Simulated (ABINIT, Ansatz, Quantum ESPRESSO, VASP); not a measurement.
Code comparison for Al (Fm-3m, 1 atom in the cell)

Self-consistent single point.

```
Al
1.0
    0.00000     2.00272     2.00272
    2.00272     0.00000     2.00272
    2.00272     2.00272     0.00000
Al
1
Direct
  0.00000   0.00000   0.00000
```

Shared settings, as Ansatz (a first-principles code) writes them: kpoints.mp_grid.grid = 14 14 14; scf.occupations.method = fermi_dirac; scf.occupations.width = 0.1 eV. Potentials and cutoffs stand in the table.

```csv
code,model,pressure (GPa),cutoff
ABINIT,"LDA (PW92), norm-conserving pseudopotentials (PseudoDojo nc-sr-04 LDA standard)",-1.70,599 eV
VASP,"LDA (PZ), VASP's LDA PAW potentials (set 64)",-1.44,300 eV
Quantum ESPRESSO,"LDA (PZ), PSlibrary PAW (LDA) pseudopotentials",-1.46,35 Ry
Ansatz,"LDA (PW92), default PAW files made with PBE",-1.51,default
```

The spread over the programs that give each value: pressure within 0.26 GPa.

Ansatz's pressure is given at a fixed set of plane waves, as the other plane-wave codes print theirs; with its correction for the finite basis it is -1.43 GPa. The same LDA comes in different parametrisations, which differ slightly.

VASP's run is marked for a possible Pulay error in its stress at this cutoff; no cutoff test was made.

The starting cell has typed, rounded lattice constants, without a prior relaxation at this level. Its lattice was rescaled by a random factor within 2.5 % of one.

Left out of this page: GPAW, CP2K, Elk, FLEUR and SIESTA (not drawn, or without a comparable value).

Keys are those of Ansatz 0.2.
